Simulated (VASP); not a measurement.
```
AgBr
1.0
    0.00000     2.91477     2.91477
    2.91477     0.00000     2.91477
    2.91477     2.91477     0.00000
Ag Br
1 1
Direct
  0.00000   0.00000   0.00000
  0.50000   0.50000   0.50000
```

The numbers are results of PBE GGA with spin-orbit coupling, VASP's PBE PAW potentials (set 64) (plane waves; VASP), not measurements. Run with 400 eV cut-off, 7×7×7 Γ-centred mesh, Gaussian smearing of 0.050 eV, potentials Ag Br.

Problem. Give the energies of bands 7 to 20 at the high-symmetry points, in eV from the valence-band maximum.

Solution. 
```csv
band,Γ,X,U,L,W
7,-2.48,-2.84,-3.65,-4.00,-3.64
8,-2.48,-2.84,-3.65,-4.00,-3.64
9,-2.48,-2.65,-2.64,-2.50,-2.63
10,-2.48,-2.65,-2.64,-2.50,-2.63
11,-2.48,-2.53,-2.47,-2.43,-2.34
12,-2.48,-2.53,-2.47,-2.43,-2.34
13,-2.22,-2.48,-2.06,-1.99,-2.11
14,-2.22,-2.48,-2.06,-1.99,-2.11
15,-1.68,-2.15,-1.88,-0.14,-2.03
16,-1.68,-2.15,-1.88,-0.14,-2.03
17,-1.68,-2.06,-1.17,0.00,-1.46
18,-1.68,-2.06,-1.17,0.00,-1.46
19,0.60,1.61,2.91,3.77,3.63
20,0.60,1.61,2.91,3.77,3.63
```

The gap is indirect, 0.60 eV, from the valence maximum at L to the conduction minimum at Γ.

The compound is AgBr in the rock salt structure. It was relaxed first.
